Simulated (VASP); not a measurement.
LuBe, 2 atoms in the cell. It takes space group Pm-3m (No. 221, cubic). Conventional cell: a = 3.320 Å, b = 3.320 Å, c = 3.320 Å, α = 90.00°, β = 90.00°, γ = 90.00°. Lu (site symmetry m-3m) is surrounded by 8 Be at 2.88 Å. Be (site symmetry m-3m) is surrounded by 8 Lu at 2.88 Å. The cell was built by a generator and needn't be a form met in nature.

| Quantity | Value |
| --- | --- |
| Program | VASP 6.6.1 |
| Task | relaxation of cell and atoms |
| Functional | revPBE |
| Dispersion | D4 |
| Potentials or basis | VASP PAW PBE potentials, release 64 (Lu, Be) |
| Cutoff | 600 eV |
| k mesh | 8 × 8 × 8 |
| Occupations | fermi-dirac, width 0.05 eV |
| Spin | no spin polarisation |
| Further INCAR settings | ALGO = Normal; EDIFF = 1e-06; IBRION = 2; EDIFFG = -0.01; NSW = 40; ISIF = 3 |

Potentials or basis: VASP PAW PBE potentials, release 64 (Lu, Be).

The run is started by

```sh
$ cat potpaw_PBE.64/Lu/POTCAR potpaw_PBE.64/Be/POTCAR > POTCAR
$ mpirun -np 1 vasp_std > vasp.out
```

Hardware: 1 thread of AMD EPYC 7571, on a shared host.

Q: How long does it take, and how much memory?

A: Run time: 80 s on 1 thread of AMD EPYC 7571, with other jobs on the host, peak memory 0.16 GiB. Counts: scf iterations 19, k points 35, ion steps 2.
